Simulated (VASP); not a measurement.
Method: r2SCAN meta-GGA, VASP's PBE PAW potentials (set 64) (plane waves; VASP).

A VASP calculation is set up with these files.

### POSCAR
```
NdCo2
1
   -0.0000000000     3.5662182396     3.5662182396
    3.5662182396     0.0000000000     3.5662182396
    3.5662182396     3.5662182396    -0.0000000000
Nd Co
2 4
Direct
  0.0000000000   0.0000000000   0.0000000000
  0.2500000000   0.2500000000   0.2500000000
  0.6250000000   0.6250000000   0.6250000000
  0.1250000000   0.6250000000   0.6250000000
  0.6250000000   0.6250000000   0.1250000000
  0.6250000000   0.1250000000   0.6250000000
```

**INCAR**
```
SYSTEM = NdCo2
PREC = Accurate
ENCUT = 400
EDIFF = 1E-6
NELM = 100
ALGO = Normal
LREAL = .FALSE.
LASPH = .TRUE.
ISMEAR = 1
SIGMA = 0.1
METAGGA = R2SCAN
LMIXTAU = .TRUE.
LMAXMIX = 6
ISPIN = 2
MAGMOM = 0 0 3.0 3.0 3.0 3.0
LORBIT = 10
LWAVE = .FALSE.
LCHARG = .FALSE.
IBRION = 2
ISIF = 3
NSW = 60
EDIFFG = -0.02
```

**KPOINTS**
```
Automatic
0
G
7 7 7
0 0 0
```

POTCAR, in this order: Nd_3 Co (PBE.64 set). Program: vasp_std.

Output of the run:

### OSZICAR
```
       N       E                     dE             d eps       ncg     rms          rms(c)
DAV:   1     0.401385621532E+03    0.40139E+03   -0.22654E+04  3200   0.146E+03
DAV:   2    -0.895485670720E+02   -0.49093E+03   -0.46819E+03  3208   0.387E+02
DAV:   3    -0.132039590780E+03   -0.42491E+02   -0.39388E+02  4232   0.128E+02
DAV:   4    -0.136022941732E+03   -0.39834E+01   -0.39394E+01  5568   0.277E+01
DAV:   5    -0.136097494333E+03   -0.74553E-01   -0.74530E-01  4544   0.428E+00    0.368E+01
DAV:   6    -0.161070823694E+03   -0.24973E+02   -0.31176E+02  4072   0.214E+02    0.814E+01
DAV:   7    -0.114088487385E+03    0.46982E+02   -0.15025E+02  3896   0.958E+01    0.175E+01
DAV:   8    -0.111286408513E+03    0.28021E+01   -0.10513E+01  4608   0.258E+01    0.642E+00
DAV:   9    -0.111173079232E+03    0.11333E+00   -0.19759E+00  4744   0.809E+00    0.369E+00
DAV:  10    -0.111205930688E+03   -0.32851E-01   -0.53088E-01  5408   0.418E+00    0.118E+00
DAV:  11    -0.111220820090E+03   -0.14889E-01   -0.69105E-02  4400   0.229E+00    0.838E-01
DAV:  12    -0.111232515978E+03   -0.11696E-01   -0.31286E-02  4472   0.143E+00    0.553E-01
DAV:  13    -0.111236437215E+03   -0.39212E-02   -0.17241E-02  4784   0.940E-01    0.217E-01
DAV:  14    -0.111236900200E+03   -0.46299E-03   -0.19229E-03  4528   0.319E-01    0.120E-01
DAV:  15    -0.111236848882E+03    0.51319E-04   -0.52164E-04  4456   0.215E-01    0.573E-02
DAV:  16    -0.111236930955E+03   -0.82073E-04   -0.24387E-04  4336   0.123E-01    0.310E-02
DAV:  17    -0.111236945787E+03   -0.14832E-04   -0.60919E-05  4632   0.600E-02    0.232E-02
DAV:  18    -0.111236941566E+03    0.42207E-05   -0.22510E-05  4456   0.407E-02    0.918E-03
DAV:  19    -0.111236941473E+03    0.93170E-07   -0.76906E-06  3816   0.201E-02
   1 F= -.11123694E+03 E0= -.11123569E+03  d E =-.111237E+03  mag=     3.4499
       N       E                     dE             d eps       ncg     rms          rms(c)
DAV:   1    -0.121969150238E+03   -0.10732E+02   -0.15080E+02  3376   0.122E+02    0.314E+01
DAV:   2    -0.158399156365E+03   -0.36430E+02   -0.34620E+02  4504   0.136E+02    0.548E+01
DAV:   3    -0.110694548240E+03    0.47705E+02   -0.11150E+02  4360   0.947E+01    0.919E+00
DAV:   4    -0.111188994893E+03   -0.49445E+00   -0.80216E+00  4392   0.163E+01    0.490E+00
DAV:   5    -0.111272645305E+03   -0.83650E-01   -0.93560E-01  5248   0.598E+00    0.292E+00
DAV:   6    -0.111310583452E+03   -0.37938E-01   -0.12677E-01  5584   0.236E+00    0.140E+00
DAV:   7    -0.111347549354E+03   -0.36966E-01   -0.76438E-02  5504   0.201E+00    0.653E-01
DAV:   8    -0.111358668733E+03   -0.11119E-01   -0.35250E-02  4632   0.132E+00    0.233E-01
DAV:   9    -0.111360642894E+03   -0.19742E-02   -0.66032E-03  4672   0.415E-01    0.130E-01
DAV:  10    -0.111361086918E+03   -0.44402E-03   -0.97986E-04  4728   0.207E-01    0.614E-02
DAV:  11    -0.111361106705E+03   -0.19787E-04   -0.18560E-04  4936   0.897E-02    0.332E-02
DAV:  12    -0.111361110161E+03   -0.34561E-05   -0.65853E-05  4856   0.578E-02    0.148E-02
DAV:  13    -0.111361115203E+03   -0.50422E-05   -0.23043E-05  4592   0.387E-02    0.122E-02
DAV:  14    -0.111361119570E+03   -0.43665E-05   -0.91949E-06  3848   0.233E-02    0.645E-03
DAV:  15    -0.111361121597E+03   -0.20268E-05   -0.44794E-06  2584   0.157E-02    0.474E-03
DAV:  16    -0.111361121616E+03   -0.19149E-07   -0.12939E-06  2208   0.766E-03
   2 F= -.11136112E+03 E0= -.11136014E+03  d E =-.124180E+00  mag=     4.0170
       N       E                     dE             d eps       ncg     rms          rms(c)
DAV:   1    -0.112714118962E+03   -0.13530E+01   -0.17690E+01  3456   0.394E+01    0.108E+01
DAV:   2    -0.116187093685E+03   -0.34730E+01   -0.24287E+01  4056   0.545E+01    0.216E+01
DAV:   3    -0.111429257898E+03    0.47578E+01   -0.13074E+01  4048   0.350E+01    0.198E+00
DAV:   4    -0.111424783978E+03    0.44739E-02   -0.87598E-01  5024   0.497E+00    0.178E+00
DAV:   5    -0.111405026453E+03    0.19758E-01   -0.19425E-01  5632   0.282E+00    0.874E-01
DAV:   6    -0.111406026835E+03   -0.10004E-02   -0.80190E-03  4184   0.572E-01    0.509E-01
DAV:   7    -0.111408125159E+03   -0.20983E-02   -0.16406E-03  4064   0.280E-01    0.347E-01
DAV:   8    -0.111409897407E+03   -0.17722E-02   -0.62305E-03  5480   0.382E-01    0.121E-01
DAV:   9    -0.111409756357E+03    0.14105E-03   -0.79360E-04  5456   0.145E-01    0.750E-02
DAV:  10    -0.111409764628E+03   -0.82716E-05   -0.89872E-05  4584   0.553E-02    0.421E-02
DAV:  11    -0.111409772907E+03   -0.82788E-05   -0.93467E-05  4080   0.762E-02    0.155E-02
DAV:  12    -0.111409777328E+03   -0.44210E-05   -0.14259E-05  4760   0.263E-02    0.111E-02
DAV:  13    -0.111409776349E+03    0.97953E-06   -0.22820E-06  2288   0.105E-02
   3 F= -.11140978E+03 E0= -.11140839E+03  d E =-.172835E+00  mag=     3.9567
```

### OUTCAR
```
------------------------ aborting loop because EDIFF is reached ----------------------------------------
  FORCE on cell =-STRESS in cart. coord.  units (eV):
  Direction    XX          YY          ZZ          XY          YZ          ZX
  --------------------------------------------------------------------------------------
  Total       -0.0550534     -0.0550534     -0.0550534      0.0000000     -0.0000000      0.0000000
  in kB       -0.9038374     -0.9038374     -0.9038374      0.0000000     -0.0000000      0.0000000
  external PRESSURE =      -0.9038374 kB  Pullay stress =       0.0000000 kB
  volume of cell :       97.59
      direct lattice vectors                 reciprocal lattice vectors
     0.000000000  3.654192243  3.654192243    -0.136829145  0.136829145  0.136829145
     3.654192243  0.000000000  3.654192243     0.136829145 -0.136829145  0.136829145
     3.654192243  3.654192243 -0.000000000     0.136829145  0.136829145 -0.136829145
 POSITION                                       TOTAL-FORCE (eV/Angst)
 -----------------------------------------------------------------------------------
      0.00000      0.00000      0.00000        -0.000000     -0.000000     -0.000000
      1.82710      1.82710      1.82710         0.000000      0.000000      0.000000
      4.56774      4.56774      4.56774         0.000000     -0.000000      0.000000
      4.56774      2.74064      2.74064         0.000000     -0.000000      0.000000
      2.74064      2.74064      4.56774         0.000000     -0.000000      0.000000
      2.74064      4.56774      2.74064         0.000000     -0.000000      0.000000
 -----------------------------------------------------------------------------------
    total drift:                                0.000000      0.000000      0.000000
  FREE ENERGIE OF THE ION-ELECTRON SYSTEM (eV)
  ---------------------------------------------------
  free  energy   TOTEN  =      -111.4097763486 eV

  energy  without entropy=     -111.4056190644  energy(sigma->0) =     -111.40839059

 total charge

# of ion       s       p       d       tot
------------------------------------------
    1        2.155   5.826   1.120   9.101
    2        2.155   5.826   1.120   9.101
    3        0.510   0.422   7.233   8.165
    4        0.510   0.422   7.233   8.165
    5        0.510   0.422   7.233   8.165
    6        0.510   0.422   7.233   8.165
--------------------------------------------------
tot          6.350  13.341  31.172  50.863

 magnetization (x)

# of ion       s       p       d       tot
------------------------------------------
    1       -0.014  -0.034  -0.313  -0.361
    2       -0.014  -0.034  -0.313  -0.361
    3       -0.001  -0.064   1.447   1.382
    4       -0.001  -0.064   1.447   1.382
    5       -0.001  -0.064   1.447   1.382
    6       -0.001  -0.064   1.447   1.382
--------------------------------------------------
tot         -0.034  -0.325   5.165   4.806

 reached required accuracy - stopping structural energy minimisation
```
(Selected blocks of OUTCAR.)

### CONTCAR
```
NdCo2
   1.00000000000000
     0.0000000000000000    3.6541922433989895    3.6541922433989895
     3.6541922433989895    0.0000000000000000    3.6541922433989895
     3.6541922433989895    3.6541922433989895   -0.0000000000000000
  Nd              Co
     2     4
Direct
     0.0000000000000000    0.0000000000000000    0.0000000000000000
     0.2500000000000000    0.2500000000000000    0.2500000000000000
     0.6250000000000000    0.6250000000000000    0.6250000000000000
     0.1250000000000000    0.6250000000000000    0.6250000000000000
     0.6250000000000000    0.6250000000000000    0.1250000000000000
     0.6250000000000000    0.1250000000000000    0.6250000000000000
```

### OUTCAR
```
 val. band max:        7.0853880961   @ k =  -0.4286   0.4286   0.0000

 cond. band min:       7.0932151533   @ k =  -0.1429   0.1429   0.0000


 Fermi energy:         7.0862540094

 spin component 1

 k-point     1 :       0.0000    0.0000    0.0000
  band No.  band energies     occupation
      1     -31.5112      1.00000
      2     -31.0592      1.00000
      3     -12.6211      1.00000
      4     -12.6211      1.00000
      5     -12.6211      1.00000
      6     -11.7140      1.00000
      7     -11.7140      1.00000
      8     -11.7140      1.00000
      9       0.3759      1.00000
     10       3.0134      1.00000
     11       3.0134      1.00000
     12       3.0134      1.00000
     13       3.2352      1.00000
     14       4.0212      1.00000
     15       4.0212      1.00000
     16       4.2820      1.00000
     17       4.2820      1.00000
     18       4.2820      1.00000
     19       5.1148      1.00000
     20       5.1148      1.00000
     21       5.1504      1.00000
     22       5.1504      1.00000
     23       5.1505      1.00000
     24       5.5297      1.00000
     25       5.5298      1.00000
     26       5.5298      1.00000
     27       5.9239      1.00000
     28       5.9239      1.00000
     29       6.3436      1.00000
     30       6.3437      1.00000
     31       6.3437      1.00000
     32       7.6773     -0.00000
     33       7.6773     -0.00000
     34       7.6773     -0.00000
     35       7.9258     -0.00000
     36       8.9722     -0.00000
     37       8.9722     -0.00000
     38       8.9723     -0.00000
     39      13.6246      0.00000
     40      13.6246      0.00000

 k-point     2 :       0.1429    0.0000    0.0000
  band No.  band energies     occupation
      1     -31.4949      1.00000
      2     -31.0764      1.00000
      3     -12.6447      1.00000
      4     -12.6447      1.00000
      5     -12.6260      1.00000
      6     -11.7172      1.00000
...
```

The 4f electrons are frozen in the core of the lanthanide potential, so 4f levels, which can set the real gap, and their magnetism are missing. Energy and stress use the plane-wave basis of the starting cell.

The structure comes from a measured NdCo2 entry (Fd-3m) of the Crystallography Open Database, whose conditions weren't checked. This run relaxes it. Symmetry was kept, so distortions that lower it aren't found. The start is the result of an earlier pass.
